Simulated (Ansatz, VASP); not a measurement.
## PtSe2: VASP beside Ansatz

Wanted: the spread between two codes on one cell, functional and k mesh. The cell is taken from a series of runs on this material, whose earlier steps may have relaxed, scaled, displaced or heated it; both programs get it as it stands.

Calculated with Ansatz 0.2.0; plane waves, with VASP 6.6.1 beside it; single point at PBEsol.

## Step 1: Starting point

The cell holds 3 atoms: 1 Pt and 2 Se. Its edges and angles: a = 3.703 Å, b = 3.703 Å, c = 28.400 Å, α = 90.0°, β = 90.0°, γ = 120.0°. Vacuum lies along c.

Structure file:

```xyz
3
Lattice="3.7031 0.0000 0.0000 -1.8515 3.2069 0.0000 0.0000 0.0000 28.4000" Properties=species:S:1:pos:R:3
Pt    0.0000    0.0000   14.2000
Se    0.0000    2.1380   15.4923
Se    1.8515    1.0690   12.9077
```

## Step 2: VASP: single point, PBEsol

A single point gives forces, pressure and levels at one fixed geometry, so differences don't come from the geometry; what else differs is listed under the comparison.

Lines of VASP's logs that name or quote its potential files are left out, and so is its time.

Contents of INCAR:

```
SYSTEM = PtSe2
PREC = Accurate
ENCUT = 400
EDIFF = 1E-06
NELM = 120
ISMEAR = 0
SIGMA = 0.01
LREAL = .FALSE.
ALGO = Normal
GGA = PS
NBANDS = 17
LASPH = .TRUE.
LORBIT = 11
LWAVE = .FALSE.
LCHARG = .FALSE.
ISIF = 2
LDIPOL = .TRUE.
IDIPOL = 3
DIPOL = 0.5 0.5 0.5
LVHAR = .TRUE.
GGA_COMPAT = .FALSE.
EFERMI = MIDGAP
NELMDL = -8
```

Contents of POSCAR:

```
PtSe2
1.0
    3.7030641636      0.0000000000      0.0000000000
   -1.8515320818      3.2069476375      0.0000000000
    0.0000000000      0.0000000000     28.4000000000
Pt Se
1 2
Direct
    0.0000000000      0.0000000000      0.5000000000
    0.3333333333      0.6666666667      0.5455048101
    0.6666666667      0.3333333333      0.4544951899
```

Contents of KPOINTS:

```
Automatic mesh
0
Gamma
12 12 1
0 0 0
```

PAW data sets: Pt and Se (PBE family, release 64).

Run with:

```console
$ mpirun -np 1 vasp_std
```

Numbers of over 12 decimals in the logs are rounded to 6 here.

Log:

```text
[banner, memory and clock lines left out]
running    1 mpi-ranks, on    1 nodes
 distrk:  each k-point on    1 cores,    1 groups
 distr:  one band on    1 cores,    1 groups

 POSCAR found type information on POSCAR PtSe
 POSCAR found :  2 types and       3 ions
|                                                                             |
|               ----> ADVICE to this user running VASP <----                  |
|                                                                             |
|     You enforced a specific xc type in the INCAR file but a different       |
|     [... a line on the potential file left out ...]
|     I HOPE YOU KNOW WHAT YOU ARE DOING!                                     |
|                                                                             |

 LDA part: xc-table for (Slater+PW92), standard interpolation
 POSCAR, INCAR and KPOINTS ok, starting setup
 FFT: planning ... GRIDC
 FFT: planning ... GRID_SOFT
 FFT: planning ... GRID
 WAVECAR not read
 entering main loop
       N       E                     dE             d eps       ncg     rms          rms(c)
DAV:   1     0.158830349184E+03    0.15883E+03   -0.60837E+03   646   0.740E+02
DAV:   2     0.878914421157E+00   -0.15795E+03   -0.14795E+03  1035   0.151E+02
DAV:   3    -0.164469833224E+02   -0.17326E+02   -0.17247E+02   833   0.647E+01
DAV:   4    -0.167071777093E+02   -0.26019E+00   -0.25994E+00   858   0.932E+00
DAV:   5    -0.167115343418E+02   -0.43566E-02   -0.43507E-02   881   0.112E+00
DAV:   6    -0.167116783414E+02   -0.14400E-03   -0.14399E-03   925   0.192E-01
DAV:   7    -0.167116839157E+02   -0.55743E-05   -0.55743E-05   952   0.325E-02
DAV:   8    -0.167116840546E+02   -0.13896E-06   -0.13898E-06   763   0.438E-03    0.131E+01
DAV:   9    -0.159980045979E+02    0.71368E+00   -0.49673E+00   735   0.202E+01    0.693E+00
DAV:  10    -0.158509810049E+02    0.14702E+00   -0.14962E+00   729   0.117E+01    0.321E+00
DAV:  11    -0.157831859137E+02    0.67795E-01   -0.13211E-01   819   0.366E+00    0.697E-01
DAV:  12    -0.157804453262E+02    0.27406E-02   -0.28702E-02   875   0.133E+00    0.214E-01
DAV:  13    -0.157805459653E+02   -0.10064E-03   -0.11473E-03   774   0.229E-01    0.214E-01
DAV:  14    -0.157806220493E+02   -0.76084E-04   -0.57258E-05   866   0.656E-02    0.211E-01
[...]
DAV:  21    -0.157806789967E+02   -0.77436E-05   -0.10300E-05   762   0.182E-02    0.318E-02
DAV:  22    -0.157806888088E+02   -0.98121E-05   -0.59244E-06   777   0.121E-02    0.123E-02
DAV:  23    -0.157806981166E+02   -0.93078E-05   -0.24635E-06   633   0.766E-03    0.144E-03
DAV:  24    -0.157807086606E+02   -0.10544E-04   -0.14084E-06   641   0.573E-03    0.771E-03
DAV:  25    -0.157807115563E+02   -0.28957E-05   -0.30663E-07   696   0.280E-03    0.358E-03
DAV:  26    -0.157807144374E+02   -0.28810E-05   -0.12152E-06   673   0.530E-03    0.460E-03
DAV:  27    -0.157807154733E+02   -0.10359E-05   -0.17382E-07   689   0.246E-03    0.179E-03
DAV:  28    -0.157807158332E+02   -0.35994E-06   -0.25911E-08   709   0.897E-04
   1 F= -.15780716E+02 E0= -.15780716E+02  d E =0.000000E+00
```

Parts of OUTCAR (step 2):

```text
ion  position               nearest neighbor table
   1  0.000  0.000  0.500-   2 2.50   3 2.50   2 2.50   3 2.50   3 2.50   2 2.50
   2  0.333  0.667  0.546-   1 2.50   1 2.50   1 2.50
   3  0.667  0.333  0.454-   1 2.50   1 2.50   1 2.50

  LATTYP: Found a hexagonal cell.
 ALAT       =     3.7030641636
 C/A-ratio  =     7.6693243069

 Subroutine GETGRP returns: Found 12 space group operations
 (whereof 12 operations were pure point group operations)

The static configuration has the point symmetry D_3d.

 Found     19 irreducible k-points:

   k-points           NKPTS =     19   k-points in BZ     NKDIM =     19   number of bands    NBANDS=     17

   dimension x,y,z NGX =    24 NGY =   24 NGZ =  192
   dimension x,y,z NGXF=    48 NGYF=   48 NGZF=  384

   ENCUT  =  400.0 eV  29.40 Ry    5.42 a.u.   6.04  6.04 46.31*2*pi/ulx,y,z

   NELECT =      22.0000    total number of electrons

 k-points in reciprocal lattice and weights: Automatic mesh
   0.00000000  0.00000000  0.00000000       0.007
   0.08333333 -0.00000000  0.00000000       0.042
   0.16666667  0.00000000  0.00000000       0.042
   0.25000000 -0.00000000  0.00000000       0.042
   0.33333333  0.00000000  0.00000000       0.042
   0.41666667  0.00000000  0.00000000       0.042
   0.50000000 -0.00000000  0.00000000       0.021
   0.08333333  0.08333333  0.00000000       0.042
   0.16666667  0.08333333  0.00000000       0.083
[...]
0.33333333  0.25000000  0.00000000       0.083
   0.33333333  0.33333333  0.00000000       0.014

 dipolmoment           0.000000      0.000000      0.000000 electrons x Angstroem

 average (electrostatic) potential at core
       1 -77.6584       2 -61.6196       3 -61.6196

 E-fermi :  -3.0387

 k-point     1 :       0.0000    0.0000    0.0000
  band No.  band energies     occupation
    ...
      7      -6.6904      2.00000
      8      -4.9653      2.00000
      9      -4.3608      2.00000
     10      -3.7490      2.00000
     11      -3.7490      2.00000
     12      -0.6573      0.00000
     13      -0.6573      0.00000
     14       0.8978      0.00000
     15       1.4834      0.00000
     16       1.8435      0.00000
    ...

 k-point     2 :       0.0833   -0.0000    0.0000
  band No.  band energies     occupation
    ...
      7      -6.7473      2.00000
      8      -5.2320      2.00000
      9      -4.2210      2.00000
     10      -3.7901      2.00000
     11      -3.7461      2.00000
     12      -1.1908      0.00000
     13      -0.7807      0.00000
     14       1.1666      0.00000
     15       1.6877      0.00000
     16       2.0958      0.00000
    ...

 k-point     3 :       0.1667    0.0000    0.0000
  band No.  band energies     occupation
    ...
      7      -6.8648      2.00000
      8      -5.7201      2.00000
      9      -3.9607      2.00000
     10      -3.8976      2.00000
     11      -3.8242      2.00000
     12      -2.0628      0.00000
     13      -0.9999      0.00000
     14       1.7231      0.00000
     15       2.0052      0.00000
     16       2.4302      0.00000
    ...

  Total       -0.0034480     -0.0034480      0.0485898     -0.0000000      0.0000000      0.0000000
  in kB       -0.0163797     -0.0163797      0.2308255     -0.0000000      0.0000000      0.0000000
  external PRESSURE =       0.0660220 kB  Pullay stress =       0.0000000 kB

  energy-cutoff  :      400.00
  volume of cell :      337.27
      direct lattice vectors                 reciprocal lattice vectors
     3.703064164  0.000000000  0.000000000     0.270046631  0.155911495  0.000000000
    -1.851532082  3.206947637  0.000000000     0.000000000  0.311822990  0.000000000
     0.000000000  0.000000000 28.400000000     0.000000000  0.000000000  0.035211268

 POSITION                                       TOTAL-FORCE (eV/Angst)
 -----------------------------------------------------------------------------------
      0.00000      0.00000     14.20000        -0.000000      0.000000      0.000000
     -0.00000      2.13797     15.49234         0.000000     -0.000000      0.029867
      1.85153      1.06898     12.90766        -0.000000      0.000000     -0.029867
 -----------------------------------------------------------------------------------
    total drift:                               -0.000000     -0.000000      0.000000

  FREE ENERGIE OF THE ION-ELECTRON SYSTEM (eV)
  ---------------------------------------------------
  free  energy   TOTEN  =       -15.7807158332 eV

  energy  without entropy=      -15.7807158332  energy(sigma->0) =      -15.78071583

 vacuum level on the upper side and lower side of the slab         1.994         1.994

 total charge
# of ion       s       p       d       tot
------------------------------------------
    1        0.684   0.727   8.015   9.425
    2        1.477   2.251   0.061   3.789
    3        1.477   2.251   0.061   3.789
--------------------------------------------------
tot          3.638   5.229   8.136  17.003

[... 3 further parts left out ...]
```

## Step 3: Ansatz: single point, PBEsol

Ansatz runs on its default PAW (the set named soft_2) files.

The same cell, functional and mesh now go to Ansatz, which takes its cutoff from its data sets.

Contents of input.yaml:

```yaml
crystal:
  lattice:
    - [3.7030641636, 0.0, 0.0]
    - [-1.8515320818, 3.2069476375, 0.0]
    - [0.0, 0.0, 28.4]
  atoms:
    - { symbol: Pt, position: [0.0, 0.0, 0.5] }
    - { symbol: Se, position: [0.3333333333, 0.6666666667, 0.5455048101] }
    - { symbol: Se, position: [0.6666666667, 0.3333333333, 0.4544951899] }
  periodic: [true, true, false]
kpoints:
  mp_grid: { grid: [12, 12, 1] }
hamiltonian:
  xc: pbesol
scf:
  occupations: { method: fixed }
  n_extra_bands: 165
output:
  wannier:
    kmesh: [12, 12, 1]
    projections: [{ species: Pt, l: d, shell: 5 }, { species: Se, l: p, shell: 4 }]
    minimise: true
    write_hr: true
    seedname: w
    conv_tol: 1.0e-07
    max_iter: 4000
    disentanglement:
      window: [-12.18, -0.82]
      frozen_window: [-12.18, -3.82]
      conv_tol: 1.0e-08
```

Run with:

```console
$ ansatz run input.yaml --threads 12 --pin off --max-ram 27648MiB --backend cpu --events-out ev --progress --plain --runs-dir out
```

Log:

```text
scf.n_extra_bands = 165 over 25 filled bands (N_el = 50.0): the run solves 190 bands
Engine: ansatz 0.2.0, x86_64-unknown-linux-gnu
Pseudopotentials: kind: paw
Pseudopotential: Pt, paw, valence charge 18, recommended cutoff 420 eV (normal), Pt.paw.azcp
Pseudopotential: Se, paw, valence charge 16, recommended cutoff 420 eV (normal), Se.paw.azcp
Functional definition: PBEsol
  exchange = pbesol_x
  correlation = pbesol_c
Crystal: 3 atoms, lattice volume = 337.265 Å³
Basis set: ecut = 420 eV, 6635 PW (Γ)
Bands: 190, of which v1, the nominal top of the filled ones, is band 25 counted from 1 (24 counted from 0)
Symmetry: 12 space group operations
Space group: P-3m1 (ITA 164), of the structure as read, at distance tolerance 7.0e-5 Å
k-points: 19 of 144
Non-local potential: Pt, projectors of the file, l = 0: 3, l = 1: 2, l = 2: 2, l = 3: 1
Non-local potential: Se, projectors of the file, l = 0: 2, l = 1: 2, l = 2: 3, l = 3: 1
PAW form: soft (Blöchl's): semilocal exchange-correlation on the pseudo side does not see the compensation charge
PAW frozen core: Pt, regenerated for the run's functional, and the local potential with it (the file was generated under x = pbe(κ = 0.804, μ = 0.219515), c = pbe(β = 0.066725))
PAW frozen core: Se, regenerated for the run's functional, and the local potential with it (the file was generated under x = pbe(κ = 0.804, μ = 0.219515), c = pbe(β = 0.066725))
PAW one-centre angular grid: Pt, 590 points (default); XC on 64 Gauss nodes
PAW one-centre angular grid: Se, 590 points (default); XC on 64 Gauss nodes
Initial density: superposition of atomic densities (neutral atoms: chi_scale 0, normalization atom), corrected by the library's trained network
Initial wavefunctions: pseudopotential atomic-orbital guess
Functional: x = pbesol(κ = 0.804, μ = 0.123457), c = pbesol(β = 0.046)
SCF iter   1: F=—  HF=-23233.343956 eV  |F-HF|=—  |Δ(HF+E_count)|=         —  Δρ=1.54e-3  dr2=6.87e-3  ethr=1.77e-3  ⟨swp⟩=5.0  Hψ=12625  notcnv=0  defer=3084
preconditioner: auto → Resta (q_TF=auto, 1.985 Å⁻¹)  ε∞=1.1  [insulator: Δε(μ)=1.430 eV  Ē_g=31.133 eV  n_scr=34 (ndim 8)  ℏωp=9.5 eV  f_vac=0.783  ε∞_Penn≈1.1  vacuum switching on, ρ_ref=7.0e-2 e/Å³]
SCF iter   2: F=—  HF=-23233.341373 eV  |F-HF|=—  |Δ(HF+E_count)|=   2.58e-3  Δρ=8.23e-4  dr2=3.26e-3  ethr=1.37e-5  ⟨swp⟩=3.1  Hψ=4823  notcnv=0  defer=3097
SCF iter   3: F=—  HF=-23233.341379 eV  |F-HF|=—  |Δ(HF+E_count)|=   5.62e-6  Δρ=6.07e-4  dr2=1.84e-3  ethr=6.52e-6  ⟨swp⟩=3.0  Hψ=958  notcnv=0  defer=3097
SCF iter   4: F=—  HF=-23233.341214 eV  |F-HF|=—  |Δ(HF+E_count)|=   1.65e-4  Δρ=2.52e-4  dr2=1.57e-4  ethr=3.69e-6  ⟨swp⟩=2.1  Hψ=811  notcnv=0  defer=3097
SCF iter   5: F=—  HF=-23233.341268 eV  |F-HF|=—  |Δ(HF+E_count)|=   5.45e-5  Δρ=8.99e-5  dr2=3.27e-5  ethr=3.14e-7  ⟨swp⟩=2.3  Hψ=806  notcnv=0  defer=3097
SCF iter   6: F=—  HF=-23233.341397 eV  |F-HF|=—  |Δ(HF+E_count)|=   1.28e-4  Δρ=1.77e-5  dr2=1.27e-6  ethr=6.55e-8  ⟨swp⟩=1.7  Hψ=3330  notcnv=0  defer=3097
SCF iter   7: F=-23233.341398 eV  HF=-23233.341398 eV  |F-HF|=1.71e-9  |Δ(HF+E_count)|=   1.01e-6  Δρ=2.64e-6  dr2=1.86e-8  ethr=2.00e-10  ⟨swp⟩=21.8  Hψ=52590  notcnv=0
SCF 1 converged in 7 iterations: F = -23233.341398 eV  dr2 = 1.86e-8
  greatest PAW one-centre occupation: 1.000 electrons in one spin orbital (limit 2), on the Pt atom at site 0 (counted from 0), in its partial waves of l = 0
NSCF: frozen V_eff on 22 k-points
the Wannier pass solved 22 of the 144 points of its mesh, and has the states at the others by symmetry: states obtained by the crystal's operations at points that were solved too leave a residual of 7.64e-13 eV (read by the count's bands and the next), within 1.11e-5 eV
SCF converged after 7 iterations
Free energy (F): -23233.341398 eV
Harris-Foulkes:  -23233.341398 eV  (|F-HF|=1.71e-9)
Internal energy: -23233.341398 eV  (E = F + TS)
E sigma→0 (E₀):  -23233.341398 eV
Fermi energy:    -5.740785 eV
--- Per-component energies (eV) ---
  E_band       = -1852.816420
  E_kinetic    = 874.476092
  E_local      = -116974.916309  (includes V_loc(G=0)·N_el)
  E_nonlocal   = -981.595977
  E_hartree    = 57792.649323
  E_xc         = -466.703180
  E_vxc        = -498.165694  (∫ρ·V_xc dr)
  E_paw        = -13053.182081  (= ΣΔE_a)
  E_vpaw       = 142.103987  (= ΣTr[D̂ρ^β])
  E_aug_tail   = -0.000992  (compensation charges beyond the density's cutoff)
  E_ewald      = 49573.627844
  E_core_change = 2.303882  (= ΣΔE_core)
  E_smearing   = -0.000000  (= −TS)
  E_closure    = 0.000000  (closes the sum)
  Σ components = -23233.341398   (vs F -23233.341398, Δ=0.00e0)
--- Band table (eV; the first three rows and the last of 19) ---
  k-point 0: bands = [... 21 lower, -6.9583, -6.3524, -5.7442, -5.7442, -2.6484, -2.6484, -1.0961 (-1.0963°), -0.5032 (-0.5052°), ... 161 higher]
  k-point 1: bands = [... 21 lower, -7.2252, -6.2130, -5.7834, -5.7408, -3.1812, -2.7716, -0.8279 (-0.8283°), -0.2993 (-0.3052°), ... 161 higher]
  k-point 2: bands = [... 21 lower, -7.7120, -5.9521, -5.8910, -5.8174, -4.0508, -2.9907, -0.2706 (-0.2721°), 0.0173 (0.0102°), ... 161 higher]
  k-point 18: bands = [... 21 lower, -8.3446, -8.0433, -6.7202, -6.7202, -3.8921, -3.8921, 0.4875, 2.5060, ... 161 higher]
  ° read free of the cell's end (the report's vacuum.weakly_bound_levels)
  °? not known for the slab's own: over its row's bound_up_to_ev there, or no deeper under its free states than its continued_xc_part_ev in size
Wannier search: line search 1 of at most 4000: gauge-dependent spread (as the search counts it) 0.9039049 Å², largest recent change 2.3e-1 Å² and fall left 3.5e-5 Å² against conv_tol 1.0e-7 Å², 0 stops escaped
```

The column dr2 measures how far the density is from self-consistency, as an energy; F and HF (Harris–Foulkes) agree once it is small.

## Step 4: Comparison

Known differences besides the potentials themselves: fixed occupations in Ansatz, narrow Gaussian smearing in VASP; Ansatz cuts the interaction across the vacuum, VASP repeats the sheet with a dipole correction; the data sets hold 50 valence electrons in Ansatz (on its default PAW (the set named soft_2) files) and 22 in VASP; the cutoff is 420 eV in Ansatz and 400 eV in VASP; Ansatz makes its cores anew for this functional, VASP keeps those of its PBE data sets. Total energies have different zeros and are not compared.

Both answers:

```tsv
quantity	Ansatz	VASP	difference
gap on the k mesh (eV)	1.425	1.415	+0.010
```

A gap on the mesh is an upper bound, since the band edges may lie between its points; neither run holds spin-orbit coupling, which can move the band edges of a compound of Pt. With vacuum in the cell, a pressure given here is an average over mostly empty space and none of the material.

## Step 5: What came out

```
difference in gap on the k mesh (single point, PBEsol) : 0.0099 eV
```

In words: The difference in gap on the k mesh is 0.0099 eV (single point, PBEsol), within the 0.08 eV picked in this series as the mark of a large difference. The data sets hold unlike numbers of valence electrons (50 in Ansatz and 22 in VASP), so part of the differences comes from the potentials. Such differences can come from data sets, numerical settings and the points named under the comparisons, not from the functional's error against experiment.

[Lines on the potential files, build, host, timing and source positions are cut from VASP's logs without a mark.]

[Logs are printed without paths, hosts, clocks, repeated set-up lines and the standing remarks that a program may print on its own settings, such as how far it seeks lower states.]

[Hosts, paths, dates, database ids (printed as entryN), source tags and the programs' standing remarks are cut or masked in the printed files.]
